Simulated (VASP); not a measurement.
Input:

```
PtS2
1.0
    1.78627    -3.09391     0.00000
    1.78627     3.09391     0.00000
    0.00000     0.00000     6.05655
Pt S
1 2
Cartesian
  0.00000   0.00000   0.00000
  1.78627   1.03130   1.22723
  1.78627  -1.03130   4.82932
```

Computed with PBE GGA, VASP's PBE PAW potentials (set 64) (plane waves; VASP 6.6.1). Settings: 520 eV cut-off, 6×6×4 Γ-centred mesh, Gaussian smearing of 0.050 eV, potentials Pt S.

Without a dispersion term in the relaxation, distances and binding between the weakly bound layers, chains or molecules are unreliable, and so is what depends on them.

**Question.** What does the run give for the energy per atom (σ→0)?

**Answer.** 
The energy per atom (σ→0) comes out as -5.154 eV/atom.

The compound is PtS2 in the 1T layered structure. It was relaxed first, which changed the volume by +22 %.
